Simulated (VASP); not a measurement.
```
CELL_PARAMETERS angstrom
      3.88765     0.00000     0.00000
      0.00000     3.88765     0.00000
      0.00000     0.00000     2.98700
ATOMIC_POSITIONS crystal
  Mn 0.50000 0.00000 0.03166
  Mn 0.00000 0.50000 0.97671
  O  0.00000 0.00000 0.00000
  O  0.50000 0.50000 0.00000
```
Starting moments (μB, in the order of the record's atoms Mn Mn O O): 3.2 3.2 0.1 0.1.

Method: PBEsol GGA, VASP's PBE PAW potentials (set 64) (plane waves; VASP). Numerical set-up: 600 eV cut-off, 8×8×10 Γ-centred mesh, first-order Methfessel-Paxton smearing of 0.10 eV, potentials Mn_pv O.

The moments were started parallel, and other spin orders were not tried in this run.

Problem. Predict the cell moment, energy per atom (σ→0), pressure, largest force, band gap (on the k-mesh) with the smallest direct gap where there is one.

Solution. 
```json
{
  "band gap (on the k-mesh)": "none (metal, semimetal or under 0.01 eV)",
  "cell_moment": "7.11 μB",
  "energy per atom (σ→0)": "-8.541 eV/atom",
  "pressure": "1.51 GPa",
  "largest_force": "0.00367 Ry/bohr"
}
```

Problem. Give the moment on each site (PAW-sphere projection).

Solution. 
| site | moment (μB) |
|---|---|
| Mn1 | 3.30 |
| Mn2 | 3.29 |
| O3 | 0.12 |
| O4 | 0.12 |

Total energies compare only between runs with the same potentials, cut-off and functional.

The structure was generated: MnO was put into the litharge type (P4/nmm), which need not be its known phase. This cell was strained or had an atom moved on purpose.
